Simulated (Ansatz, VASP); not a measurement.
# Ge: VASP beside Ansatz

Wanted: the spread between two codes on one cell, functional and k mesh.

Calculated with Ansatz 0.2.0; plane waves, with VASP 6.6.1 beside it; zone-centre phonons at LDA.

### 1. The structure

The structure is cubic, space group Fd-3m (No. 227). Conventional cell: a = 5.622 Å, b = 5.622 Å, c = 5.622 Å, α = 90.00°, β = 90.00°, γ = 90.00°. Nearest to Ge lie 4 Ge at 2.43 Å. That group holds within 0.01 Å; judged at 0.001 Å it is I4_1/amd (No. 141).

As a file:

```cif
data_structure
_symmetry_space_group_name_H-M 'P 1'
_symmetry_Int_Tables_number 1
_cell_length_a 3.9765
_cell_length_b 3.9765
_cell_length_c 5.6187
_cell_angle_alpha 90.000
_cell_angle_beta 90.000
_cell_angle_gamma 90.000
_cell_volume 88.85
loop_
_atom_site_label
_atom_site_type_symbol
_atom_site_fract_x
_atom_site_fract_y
_atom_site_fract_z
_atom_site_occupancy
Ge1 Ge 0.00000 0.00000 0.50000 1
Ge2 Ge 0.50000 0.50000 0.00000 1
Ge3 Ge 0.50000 0.00000 0.75000 1
Ge4 Ge 0.00000 0.50000 0.25000 1
```

### 2. VASP: zone-centre phonons, LDA

Second derivatives magnify differences that forces hide, and they need a tight electronic threshold.

Lines of VASP's logs that name or quote its potential files are left out, and so is its time.

INCAR reads:

```
SYSTEM = Ge
PREC = Accurate
ENCUT = 500
EDIFF = 1E-08
NELM = 100
ISMEAR = 0
SIGMA = 0.05
LREAL = .FALSE.
ALGO = Normal
GGA = CA
NBANDS = 34
LORBIT = 11
LWAVE = .FALSE.
LCHARG = .FALSE.
KPAR = 8
IBRION = 8
ISIF = 2
```

POSCAR reads:

```
Ge
1.0
    3.9764803261      0.0000000000      0.0000000000
    0.0000000000      3.9764803261      0.0000000000
    0.0000000000      0.0000000000      5.6187492714
Ge
4
Direct
    0.0000000000      0.0000000000      0.5000000000
    0.5000000000      0.5000000000      0.0000000000
    0.5000000000      0.0000000000      0.7500000000
    0.0000000000      0.5000000000      0.2500000000
```

KPOINTS reads:

```
Automatic mesh
0
Gamma
10 10 8
0 0 0
```

The projector-augmented-wave data sets are Ge_d (LDA family, release 64).

On the command line:

```console
mpirun -np 8 vasp_std
```

Numbers of over 12 decimals in the logs are rounded to 6 here.

The program printed:

```text
[banner, memory and clock lines left out]
running    8 mpi-ranks, on    1 nodes
 distrk:  each k-point on    1 cores,    8 groups
 distr:  one band on    1 cores,    1 groups

 POSCAR found type information on POSCAR Ge
 POSCAR found :  1 types and       4 ions
|                                                                             |
|           W    W    AA    RRRRR   N    N  II  N    N   GGGG   !!!           |
|           W    W   A  A   R    R  NN   N  II  NN   N  G    G  !!!           |
|           W    W  A    A  R    R  N N  N  II  N N  N  G       !!!           |
|           W WW W  AAAAAA  RRRRR   N  N N  II  N  N N  G  GGG   !            |
|           WW  WW  A    A  R   R   N   NN  II  N   NN  G    G                |
|           W    W  A    A  R    R  N    N  II  N    N   GGGG   !!!           |
|                                                                             |
|     For optimal performance we recommend to set                             |
|       NCORE = 2 up to number-of-cores-per-socket                            |
|     NCORE specifies how many cores store one orbital (NPAR=cpu/NCORE).      |
|     This setting can greatly improve the performance of VASP for DFT.       |
|     The default, NCORE=1 might be grossly inefficient on modern             |
|     multi-core architectures or massively parallel machines. Do your        |
|     Unfortunately you need to use the default for GW and RPA                |
|     calculations (for HF NCORE is supported but not extensively tested      |
|     yet).                                                                   |
|                                                                             |

 LDA part: xc-table for (Slater(with rela. corr.)+CA(PZ))
 , standard interpolation
 POSCAR, INCAR and KPOINTS ok, starting setup
 FFT: planning ... GRIDC
 FFT: planning ... GRID_SOFT
 FFT: planning ... GRID
 WAVECAR not read
 entering main loop
       N       E                     dE             d eps       ncg     rms          rms(c)
DAV:   1     0.482909274181E+03    0.48291E+03   -0.28437E+04  8200   0.442E+03
DAV:   2     0.613426568041E+02   -0.42157E+03   -0.41383E+03  7156   0.800E+02
DAV:   3    -0.169943901540E+02   -0.78337E+02   -0.77279E+02  7972   0.210E+02
DAV:   4    -0.210637762923E+02   -0.40694E+01   -0.40584E+01  8146   0.567E+01
DAV:   5    -0.211450740990E+02   -0.81298E-01   -0.81256E-01  8172   0.878E+00    0.478E+00
DAV:   6    -0.209021659524E+02    0.24291E+00   -0.11481E-01  7942   0.225E+00    0.273E+00
DAV:   7    -0.207796586122E+02    0.12251E+00   -0.18827E-01  7616   0.242E+00    0.191E-01
DAV:   8    -0.207813656077E+02   -0.17070E-02   -0.14299E-02  8216   0.105E+00    0.882E-02
DAV:   9    -0.207814919688E+02   -0.12636E-03   -0.23445E-04  8314   0.991E-02    0.226E-02
DAV:  10    -0.207814838337E+02    0.81351E-05   -0.20789E-05  9540   0.647E-02    0.127E-02
DAV:  11    -0.207814836669E+02    0.16679E-06   -0.23448E-06  8720   0.163E-02    0.215E-03
DAV:  12    -0.207814835228E+02    0.14420E-06   -0.47533E-07  8500   0.567E-03    0.599E-04
DAV:  13    -0.207814835199E+02    0.28504E-08   -0.24504E-08  5998   0.941E-04
   1 F= -.20781484E+02 E0= -.20781427E+02  d E =-.112565E-03
 Linear response reoptimize wavefunctions to high precision
DAV:   1    -0.207814835201E+02   -0.22192E-09   -0.44257E-09  4316   0.110E-03
DAV:   2    -0.207814835202E+02   -0.11096E-09   -0.57360E-10  4026   0.207E-04
DAV:   3    -0.207814835202E+02    0.72760E-11   -0.13897E-10  3962   0.123E-04
 Linear response DOF=           2
 Linear response progress:
  Degree of freedom:   1/  2
       N       E                     dE             d eps       ncg     rms          rms(c)
RMM:   1    -0.190108032264E+00   -0.19011E+00    0.86058E+00 21977   0.373E+01
RMM:   2    -0.197408379483E+00   -0.73003E-02   -0.14047E-02 24938   0.919E-01    0.732E-02
RMM:   3    -0.197625630518E+00   -0.21725E-03   -0.15498E-03 28865   0.338E-01    0.425E-02
RMM:   4    -0.197608259969E+00    0.17371E-04   -0.13802E-04 29237   0.709E-02    0.580E-03
RMM:   5    -0.197611372162E+00   -0.31122E-05   -0.54558E-05 30032   0.217E-02    0.245E-03
RMM:   6    -0.197615570613E+00   -0.41985E-05   -0.15905E-05 28262   0.568E-03    0.749E-04
RMM:   7    -0.197617357075E+00   -0.17865E-05   -0.27201E-06 30557   0.220E-03    0.191E-04
RMM:   8    -0.197617789432E+00   -0.43236E-06   -0.27054E-06 29683   0.959E-04    0.421E-05
RMM:   9    -0.197617616259E+00    0.17317E-06   -0.30303E-06 31381   0.532E-04    0.355E-05
RMM:  10    -0.197617598237E+00    0.18022E-07   -0.59302E-06 31236   0.380E-04    0.960E-06
RMM:  11    -0.197617665995E+00   -0.67758E-07   -0.44125E-06 32368   0.311E-04    0.760E-06
RMM:  12    -0.197617523296E+00    0.14270E-06   -0.29779E-06 33102   0.284E-04    0.320E-06
RMM:  13    -0.197617389493E+00    0.13380E-06   -0.19127E-06 33169   0.267E-04    0.169E-06
RMM:  14    -0.197617529188E+00   -0.13970E-06   -0.12031E-06 33080   0.259E-04    0.106E-06
RMM:  15    -0.197617411774E+00    0.11741E-06   -0.66828E-07 32566   0.253E-04    0.262E-07
RMM:  16    -0.197617388121E+00    0.23653E-07   -0.28898E-07 28554   0.249E-04    0.853E-07
RMM:  17    -0.197617430341E+00   -0.42220E-07    0.21819E-08 27955   0.247E-04    0.123E-06
RMM:  18    -0.197617392065E+00    0.38276E-07    0.23314E-07 27838   0.246E-04    0.222E-06
RMM:  19    -0.197617353288E+00    0.38778E-07    0.27619E-07 26979   0.245E-04    0.210E-06
RMM:  20    -0.197617398393E+00   -0.45106E-07    0.45745E-07 26726   0.245E-04    0.221E-06
RMM:  21    -0.197617380732E+00    0.17661E-07    0.48305E-07 26717   0.244E-04    0.222E-06
 first order change of Fermi-energy   0.31349E-05
 force on displaced ion       1 direction 1 : -10.977   0.000  -0.001
 Linear response progress:
  Degree of freedom:   2/  2
       N       E                     dE             d eps       ncg     rms          rms(c)
RMM:   1    -0.197838074204E+00   -0.19784E+00    0.85929E+00 14408   0.376E+01
RMM:   2    -0.202385511993E+00   -0.45474E-02   -0.21468E-02 17504   0.152E+00    0.781E-02
RMM:   3    -0.203144969717E+00   -0.75946E-03   -0.39392E-03 20896   0.516E-01    0.440E-02
RMM:   4    -0.203036868531E+00    0.10810E-03   -0.12600E-04 18406   0.129E-01    0.112E-02
RMM:   5    -0.203047508593E+00   -0.10640E-04   -0.79850E-05 21634   0.589E-02    0.407E-03
RMM:   6    -0.203061732074E+00   -0.14223E-04   -0.14848E-05 19258   0.127E-02    0.222E-03
RMM:   7    -0.203079082163E+00   -0.17350E-04   -0.55226E-06 18513   0.749E-03    0.401E-04
RMM:   8    -0.203076046869E+00    0.30353E-05    0.52588E-07 20424   0.352E-03    0.234E-04
RMM:   9    -0.203075885180E+00    0.16169E-06   -0.67897E-07 21709   0.113E-03    0.840E-05
RMM:  10    -0.203075611524E+00    0.27366E-06   -0.26789E-07 22217   0.466E-04    0.370E-05
RMM:  11    -0.203075579977E+00    0.31547E-07    0.52477E-08 22494   0.321E-04    0.821E-06
RMM:  12    -0.203075594680E+00   -0.14703E-07   -0.27225E-07 22395   0.267E-04    0.242E-06
RMM:  13    -0.203075651069E+00   -0.56389E-07   -0.36988E-07 23382   0.254E-04    0.147E-06
RMM:  14    -0.203075674965E+00   -0.23896E-07   -0.38650E-07 22611   0.247E-04    0.369E-07
RMM:  15    -0.203075559508E+00    0.11546E-06   -0.56829E-07 23543   0.243E-04    0.400E-07
RMM:  16    -0.203075603883E+00   -0.44376E-07   -0.47199E-07 19882   0.240E-04    0.199E-07
RMM:  17    -0.203075741542E+00   -0.13766E-06   -0.59870E-07 19425   0.239E-04    0.697E-08
 first order change of Fermi-energy   0.12518E-04
 force on displaced ion       1 direction 3 :   0.000   0.000 -12.994
 Linear response finished
```

OUTCAR, selected parts (step 2):

```text
ion  position               nearest neighbor table
   1  0.000  0.000  0.500-   3 2.43   4 2.43   4 2.43   3 2.43
   2  0.500  0.500  0.000-   3 2.43   4 2.43   3 2.43   4 2.43
   3  0.500  0.000  0.750-   1 2.43   2 2.43   2 2.43   1 2.43
   4  0.000  0.500  0.250-   1 2.43   2 2.43   1 2.43   2 2.43

  LATTYP: Found a simple tetragonal cell.
 ALAT       =     3.9764803261
 C/A-ratio  =     1.4129956169

 Subroutine GETGRP returns: Found 16 space group operations
 (whereof  8 operations were pure point group operations)

The static configuration has the point symmetry D_2d.
 The point group associated with its full space group is D_4h.

 Found    105 irreducible k-points:

   k-points           NKPTS =    105   k-points in BZ     NKDIM =    105   number of bands    NBANDS=     34

   dimension x,y,z NGX =    30 NGY =   30 NGZ =   42
   dimension x,y,z NGXF=    60 NGYF=   60 NGZF=   84

   ENCUT  =  500.0 eV  36.75 Ry    6.06 a.u.   7.25  7.25 10.24*2*pi/ulx,y,z

   NELECT =      56.0000    total number of electrons

 k-points in reciprocal lattice and weights: Automatic mesh
   0.00000000  0.00000000  0.00000000       0.001
   0.10000000  0.00000000  0.00000000       0.005
   0.20000000  0.00000000  0.00000000       0.005
   0.30000000  0.00000000  0.00000000       0.005
   0.40000000  0.00000000  0.00000000       0.005
   0.50000000  0.00000000  0.00000000       0.003
   0.10000000  0.10000000  0.00000000       0.005
   0.20000000  0.10000000  0.00000000       0.010
   0.30000000  0.10000000  0.00000000       0.010
[...]
0.50000000  0.40000000  0.50000000       0.005
   0.50000000  0.50000000  0.50000000       0.001

 average (electrostatic) potential at core
       1 -75.2409       2 -75.2409       3 -75.2409       4 -75.2409

  Total        0.0190131      0.0190131      0.0279494      0.0000000      0.0000000      0.0000000
  in kB        0.3428665      0.3428665      0.5040183      0.0000000      0.0000000      0.0000000
  external PRESSURE =       0.3965838 kB  Pullay stress =       0.0000000 kB

  energy-cutoff  :      500.00
  volume of cell :       88.85
      direct lattice vectors                 reciprocal lattice vectors
     3.976480326  0.000000000  0.000000000     0.251478674  0.000000000  0.000000000
     0.000000000  3.976480326  0.000000000     0.000000000  0.251478674  0.000000000
     0.000000000  0.000000000  5.618749271     0.000000000  0.000000000  0.177975551

 POSITION                                       TOTAL-FORCE (eV/Angst)
 -----------------------------------------------------------------------------------
      0.00000      0.00000      2.80937         0.000000     -0.000000      0.000000
      1.98824      1.98824      0.00000         0.000000     -0.000000      0.000000
      1.98824      0.00000      4.21406        -0.000000      0.000000      0.000000
      0.00000      1.98824      1.40469        -0.000000      0.000000     -0.000000
 -----------------------------------------------------------------------------------
    total drift:                                0.000000      0.000000      0.000000

 Eigenvectors and eigenvalues of the dynamical matrix
 ----------------------------------------------------

   1 f  =    8.859876 THz    55.668243 2PiTHz  295.533651 cm-1    36.641486 meV
             X         Y         Z           dx          dy          dz
      0.000000  0.000000  2.809375    -0.499265    0.027101    0.000000
      1.988240  1.988240  0.000000    -0.499265    0.027101   -0.000000
      1.988240  0.000000  4.214062     0.499265   -0.027101    0.000000
      0.000000  1.988240  1.404687     0.499265   -0.027101    0.000000

   2 f  =    8.859876 THz    55.668243 2PiTHz  295.533651 cm-1    36.641486 meV
             X         Y         Z           dx          dy          dz
      0.000000  0.000000  2.809375     0.027101    0.499265    0.000000
      1.988240  1.988240  0.000000     0.027101    0.499265    0.000000
      1.988240  0.000000  4.214062    -0.027101   -0.499265   -0.000000
      0.000000  1.988240  1.404687    -0.027101   -0.499265   -0.000000

   3 f  =    8.676152 THz    54.513872 2PiTHz  289.405288 cm-1    35.881666 meV
             X         Y         Z           dx          dy          dz
      0.000000  0.000000  2.809375     0.000000    0.000000   -0.500000
      1.988240  1.988240  0.000000     0.000000    0.000000   -0.500000
      1.988240  0.000000  4.214062    -0.000000   -0.000000    0.500000
      0.000000  1.988240  1.404687    -0.000000   -0.000000    0.500000

   4 f  =    8.050311 THz    50.581598 2PiTHz  268.529483 cm-1    33.293398 meV
             X         Y         Z           dx          dy          dz
      0.000000  0.000000  2.809375     0.496936    0.055268   -0.000000
      1.988240  1.988240  0.000000    -0.496936   -0.055268    0.000000
      1.988240  0.000000  4.214062    -0.496936    0.055268    0.000000
      0.000000  1.988240  1.404687     0.496936   -0.055268   -0.000000

   5 f  =    8.050311 THz    50.581598 2PiTHz  268.529483 cm-1    33.293398 meV
             X         Y         Z           dx          dy          dz
      0.000000  0.000000  2.809375     0.055268   -0.496936    0.000000
      1.988240  1.988240  0.000000    -0.055268    0.496936    0.000000
      1.988240  0.000000  4.214062    -0.055268   -0.496936   -0.000000
      0.000000  1.988240  1.404687     0.055268    0.496936   -0.000000

   6 f  =    7.059367 THz    44.355312 2PiTHz  235.475141 cm-1    29.195183 meV
             X         Y         Z           dx          dy          dz
      0.000000  0.000000  2.809375     0.000000   -0.000000    0.707107
      1.988240  1.988240  0.000000    -0.000000   -0.000000   -0.707107
      1.988240  0.000000  4.214062    -0.000000    0.000000   -0.000000
      0.000000  1.988240  1.404687     0.000000    0.000000    0.000000

   7 f  =    7.059367 THz    44.355312 2PiTHz  235.475141 cm-1    29.195183 meV
             X         Y         Z           dx          dy          dz
      0.000000  0.000000  2.809375    -0.000000    0.000000    0.000000
      1.988240  1.988240  0.000000     0.000000   -0.000000    0.000000
      1.988240  0.000000  4.214062     0.000000    0.000000    0.707107
      0.000000  1.988240  1.404687    -0.000000   -0.000000   -0.707107

   8 f  =    2.119440 THz    13.316835 2PiTHz   70.696914 cm-1     8.765296 meV
             X         Y         Z           dx          dy          dz
      0.000000  0.000000  2.809375    -0.091398   -0.491575    0.000000
      1.988240  1.988240  0.000000     0.091398    0.491575    0.000000
      1.988240  0.000000  4.214062    -0.091398    0.491575    0.000000
      0.000000  1.988240  1.404687     0.091398   -0.491575    0.000000

   9 f  =    2.119440 THz    13.316835 2PiTHz   70.696914 cm-1     8.765296 meV
             X         Y         Z           dx          dy          dz
      0.000000  0.000000  2.809375    -0.491575    0.091398   -0.000000
      1.988240  1.988240  0.000000     0.491575   -0.091398    0.000000
      1.988240  0.000000  4.214062    -0.491575   -0.091398   -0.000000
      0.000000  1.988240  1.404687     0.491575    0.091398   -0.000000

  10 f  =    0.000000 THz     0.000000 2PiTHz    0.000002 cm-1     0.000000 meV
             X         Y         Z           dx          dy          dz
      0.000000  0.000000  2.809375     0.238408    0.430622   -0.087899
      1.988240  1.988240  0.000000     0.238408    0.430622   -0.087899
      1.988240  0.000000  4.214062     0.238408    0.430622   -0.087899
      0.000000  1.988240  1.404687     0.238408    0.430622   -0.087899

  11 f/i=    0.000000 THz     0.000001 2PiTHz    0.000003 cm-1     0.000000 meV
             X         Y         Z           dx          dy          dz
      0.000000  0.000000  2.809375     0.435820   -0.218717    0.110562
      1.988240  1.988240  0.000000     0.435820   -0.218717    0.110562
      1.988240  0.000000  4.214062     0.435820   -0.218717    0.110562
      0.000000  1.988240  1.404687     0.435820   -0.218717    0.110562

  12 f/i=    0.000000 THz     0.000001 2PiTHz    0.000006 cm-1     0.000001 meV
             X         Y         Z           dx          dy          dz
      0.000000  0.000000  2.809375     0.056771   -0.129334   -0.479635
      1.988240  1.988240  0.000000     0.056771   -0.129334   -0.479635
      1.988240  0.000000  4.214062     0.056771   -0.129334   -0.479635
      0.000000  1.988240  1.404687     0.056771   -0.129334   -0.479635

 ELASTIC MODULI CONTR FROM IONIC RELAXATION (kBar)
 Direction    XX          YY          ZZ          XY          YZ          ZX
 --------------------------------------------------------------------------------
 XX        -243.3446    243.3446      0.0000      0.0000      0.0000     -0.0000
 YY         243.3446   -243.3446     -0.0000      0.0000     -0.0000      0.0000
 ZZ           0.0000     -0.0000     -0.0000      0.0000     -0.0000     -0.0000
 XY           0.0000      0.0000      0.0000      0.0000      0.0000      0.0000
 YZ           0.0000     -0.0000     -0.0000      0.0000   -189.6907     -0.0000
 ZX          -0.0000      0.0000     -0.0000      0.0000     -0.0000   -232.8732
 --------------------------------------------------------------------------------
```

Energies printed during the response cycles are not total energies of the cell.

[end of part 1 of 2]

[Lines on the potential files, build, host, timing and source positions are cut from VASP's logs without a mark.]

[Logs are printed without paths, hosts, clocks, repeated set-up lines and the standing remarks that a program may print on its own settings, such as how far it seeks lower states.]

[Hosts, paths, dates, database ids (printed as entryN), source tags and the programs' standing remarks are cut or masked in the printed files.]
